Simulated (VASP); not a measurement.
Computed with vdW-DF-cx, VASP's PBE PAW potentials (set 64) (plane waves; VASP).

VASP ran on this input.

INCAR:
```
LREAL=.FALSE.
ENCUT=520   # plane-wave cut-off (eV)
ALGO=Normal   # blocked Davidson
IBRION=2   # conjugate gradients
NSW=30
LCHARG=.FALSE.
AGGAC=0.0
LWAVE=.FALSE.
LMAXMIX=4   # l cut-off of mixed one-centre charges
ISIF=4   # ions and shape, fixed volume
SIGMA=0.1   # width (eV)
LASPH=.TRUE.   # aspherical one-centre terms
NELM=100   # most electronic steps
ISMEAR=1   # Methfessel-Paxton
PREC=Accurate
GGA=CX
EDIFF=1E-7   # SCF stop (eV)
EDIFFG=-0.01   # ionic stop
SYSTEM=Cd
LUSE_VDW=.TRUE.
```

POSCAR:
```
Cd
1
    1.4603104444    -2.5293321756     0.0000000000
    1.4603104444     2.5293321756     0.0000000000
    0.0000000000     0.0000000000     5.3928290973
Cd
2
Direct
  0.3333330000   0.6666670000   0.2500000000
  0.6666670000   0.3333330000   0.7500000000
```

KPOINTS:
```
Automatic mesh
0
Gamma
14 14 7
0 0 0
```

POTCAR, in this order: Cd (PBE.64 set). Program: vasp_std.

Problem. What will the output report for the number of irreducible k-points (NKPTS), largest plane-wave count, number of space-group operations, FFT grid (NGX, NGY, NGZ)?

Solution. 
```json
{
  "number of irreducible k-points (NKPTS)": "96",
  "largest_plane_wave_count": "1106",
  "number_of_space_group_operations": "24",
  "FFT grid (NGX, NGY, NGZ)": "24 × 24 × 40"
}
```

The compound is Cd in the hcp structure. This cell is one point of a volume scan, at 0.94 of the reference volume. Symmetry was kept, so distortions that lower it aren't found.
